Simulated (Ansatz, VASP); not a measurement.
PC3: VASP beside Ansatz

Contents of INCAR:

```
PREC = Accurate ; ENCUT = 600
EDIFF = 1E-6 ; ISMEAR = 0
SIGMA = 0.1 ; LREAL = False
LASPH = True ; NELM = 100
ALGO = Normal ; ISIF = 3
LWAVE = False ; LCHARG = False
GGA = PE ; IBRION = 2
NSW = 100 ; EDIFFG = -0.01
```

KPOINTS

```
regular mesh
0
Gamma
  12 12 18
```

Contents of POSCAR:

```
PC3
1.0
    3.9407769379      0.0000000000      0.0000000000
   -1.9703884689      3.4128129389      0.0000000000
    0.0000000000      0.0000000000      2.7055877541
P C
1 3
Direct
    0.3333333333      0.6666666667      0.0000000000
    0.1238303827      0.8761696173      0.5000000000
    0.1238303827      0.2476607654      0.5000000000
    0.7523392346      0.8761696173      0.5000000000
```

Input for Ansatz:

```yaml
crystal:
  lattice:
    - [3.9407769379, 0.0, 0.0]
    - [-1.9703884689, 3.4128129389, 0.0]
    - [0.0, 0.0, 2.7055877541]
  atoms:
    - { symbol: P, position: [0.3333333333, 0.6666666667, 0.0] }
    - { symbol: C, position: [0.1238303827, 0.8761696173, 0.5] }
    - { symbol: C, position: [0.1238303827, 0.2476607654, 0.5] }
    - { symbol: C, position: [0.7523392346, 0.8761696173, 0.5] }
basis:
  ecutwfc: 420
kpoints:
  mp_grid: { grid: [12, 12, 18] }
hamiltonian:
  xc: pbe
scf:
  occupations: { method: gaussian, width: 0.1 }
output:
  forces: true
  stress: true
  eigenvalues: true
relax:
  adjacent_minimum: "off"
  f_tol: 0.01
  max_steps: 80
  cell: { stress_tol: 0.05 }
```

Alike in both runs: task relaxation of cell and atoms; functional PBE; k mesh 12 × 12 × 18; occupations gaussian, width 0.1 eV; no spin polarisation.

|  | VASP | Ansatz |
| --- | --- | --- |
| version | VASP 6.6.1 | Ansatz 0.2.0 |
| potentials or method | VASP PAW PBE potentials, release 64 (P, C) | scalar-relativistic, plane waves, PAW |
| plane-wave cutoff (eV) | 600 | 420 |
| valence electrons in the cell | 17 | 17 |

|  | VASP | Ansatz | Ansatz less VASP |
| --- | --- | --- | --- |
| gap on the k mesh at the Fermi level, each at its own relaxed structure (eV) | none | none | - |
| relaxed volume (Å³/atom) | 9.13 | 9.16 | +0.024 |
| relaxed cell length with the largest relative difference (Å) | 2.714 | 2.717 | +0.0028 |

A gap of «none» marks a metal or a gap that the smearing closes.
